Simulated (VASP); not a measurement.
An input for Quantum ESPRESSO's pw.x (written as the equivalent of a VASP run, and not itself run):

```
&CONTROL
  calculation = 'vc-relax'
  pseudo_dir = './pseudo'
  outdir = './out'
  tprnfor = .true.
  tstress = .true.
  nstep = 60
  forc_conv_thr = 0.00078
/
&SYSTEM
  ibrav = 0
  nat = 3
  ntyp = 2
  ecutwfc = 84
  occupations = 'smearing'
  smearing = 'methfessel-paxton'
  degauss = 0.00735
  input_dft = 'pbesol'
/
&ELECTRONS
  conv_thr = 7.3e-08
  electron_maxstep = 100
/
&IONS
/
&CELL
  cell_dofree = 'shape'
/
ATOMIC_SPECIES
  Ir 192.217 Ir.upf
  O 15.999 O.upf
CELL_PARAMETERS angstrom
     2.9361413   -0.0000003    0.0000000
    -1.4680715    2.5427735   -0.0000000
     0.0000000   -0.0000000   15.1276120
ATOMIC_POSITIONS crystal
  Ir   0.6666670  0.3333330  0.5000000
  O    0.3333330  0.6666670  0.4205246
  O    0.3333330  0.6666670  0.5794754
K_POINTS automatic
  11 11 1 0 0 0
```

**Question.** Write the VASP files for the same calculation (PBEsol).

**Answer.** This is not unique; one that fits is 
### KPOINTS
```
Automatic
0
gamma
 11 11 1
```

**INCAR**
```
ALGO  =  Normal
EDIFF  =  1E-6
EDIFFG  =  -0.02
ENCUT  =  520
GGA  =  PS
IBRION  =  2
ISIF  =  4
ISMEAR  =  1
LASPH  =  T
LCHARG  =  F
LMAXMIX  =  6
LREAL  =  F
LWAVE  =  F
NELM  =  100
NSW  =  60
PREC  =  Accurate
SIGMA  =  0.1
SYSTEM  =  IrO2
```

### POSCAR
```
IrO2
1
    2.9361413045    -0.0000003027     0.0000000000
   -1.4680714678     2.5427734734    -0.0000000000
    0.0000000000    -0.0000000000    15.1276119703
Ir O
1 2
Direct
  0.6666670000   0.3333330000   0.5000000000
  0.3333330000   0.6666670000   0.4205245648
  0.3333330000   0.6666670000   0.5794754352
```

POTCAR, in this order: Ir O (PBE.64 set). Program: vasp_std.

What does not carry over: the potentials are each code's own (VASP's PAW set, PseudoDojo norm-conserving files in pw.x), so ENCUT and ecutwfc are chosen apart and not converted; conv_thr bounds pw.x's estimated SCF error, while EDIFF bounds the energy change between steps; forc_conv_thr acts on force components and is met together with etot_conv_thr.

The cell is a sheet with vacuum, built from a generated structure.
